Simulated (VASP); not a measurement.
Data:

```
LiCl
1.0
    0.00000     2.62533     2.62533
    2.62533     0.00000     2.62533
    2.62533     2.62533     0.00000
Li Cl
1 1
Direct
  0.00000   0.00000   0.00000
  0.50000   0.50000   0.50000
```

Computed with RPBE GGA, VASP's PBE PAW potentials (set 64) (plane waves; VASP). Settings: 520 eV cut-off, 9×9×9 Γ-centred mesh, Gaussian smearing of 0.050 eV, potentials Li_sv Cl.

Problem. Estimate the energy per atom (σ→0), band gap (on the k-mesh) with the smallest direct gap where there is one.

Solution. 
The band gap (on the k-mesh) is 6.22 eV and the smallest direct gap (on the k-mesh) is 6.22 eV. The energy per atom (σ→0) comes out as -3.513 eV/atom.

Total energies compare only between runs with the same potentials, cut-off and functional.

The compound is LiCl in the rock salt structure. It was relaxed first, which changed the volume by +7 %.
